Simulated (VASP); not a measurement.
The system is MgSn2N2.

```xyz
5
Lattice="4.1303 0.0000 0.0000 -2.0652 3.5770 0.0000 0.0000 0.0000 7.1856" Properties=species:S:1:pos:R:3 pbc="T T T"
Mg    0.0000    0.0000    3.5928
Sn    0.0000    0.0000    0.0000
Sn    0.0000    2.3846    3.5928
N     2.0652    1.1923    1.6269
N     2.0652    1.1923    5.5588
```

The cell was built by a generator and needn't be a form met in nature.

- Program: VASP 6.6.1
- Task: relaxation of cell and atoms
- Functional: PBE
- Potentials or basis: VASP PAW PBE potentials, release 64 (Mg, Sn_d, N)
- Cutoff: 520 eV
- k mesh: 4 × 4 × 2
- Occupations: gaussian, width 0.15 eV
- Spin: no spin polarisation

At the start: pressure -3.4 GPa; volume 21.23 Å³/atom.

How do energy, volume and symmetry change on relaxing?

Over 12 steps the energy falls by 265.9 meV/atom and the volume is 18.50 Å³/atom (-12.9 %); space group P-6m2 (No. 187, to 0.05 Å).

Step by step:
| step | energy change (eV) | largest force (eV/Å) | pressure (GPa) | volume (Å³) |
| --- | --- | --- | --- | --- |
| 1 | 0.0000 | 0.2142 | -3.40 | 106.16 |
| 2 | -0.8948 | 0.3310 | -2.24 | 98.87 |
| 3 | -1.2045 | 0.1971 | 0.24 | 93.20 |
| 4 | -0.3378 | 0.0486 | 12.81 | 80.68 |
| 5 | -1.2399 | 0.1380 | 0.94 | 91.85 |
| 6 | -1.2175 | 0.0344 | 4.91 | 86.42 |
| 7 | -1.2798 | 0.0972 | 2.17 | 90.05 |
| 8 | -1.2852 | 0.0775 | 3.54 | 88.26 |
| 9 | -1.2899 | 0.0868 | 2.72 | 88.92 |
| 10 | -1.3245 | 0.0019 | -0.84 | 93.49 |
| 11 | -1.3298 | 0.0223 | 0.50 | 92.27 |
| 12 | -1.3296 | 0.0179 | -0.31 | 92.49 |

Final structure:
```xyz
5
Lattice="4.3838 0.0000 0.0000 -2.1919 3.7964 0.0000 0.0000 0.0000 5.5576" Properties=species:S:1:pos:R:3 pbc="T T T"
Mg    0.0000    0.0000    2.7788
Sn    0.0000    0.0000    5.5576
Sn    0.0000    2.5310    2.7788
N     2.1919    1.2655    1.2792
N     2.1919    1.2655    4.2784
```

Caveat: the k mesh is coarse (spacing up to 0.44 Å⁻¹), so the values aren't converged.
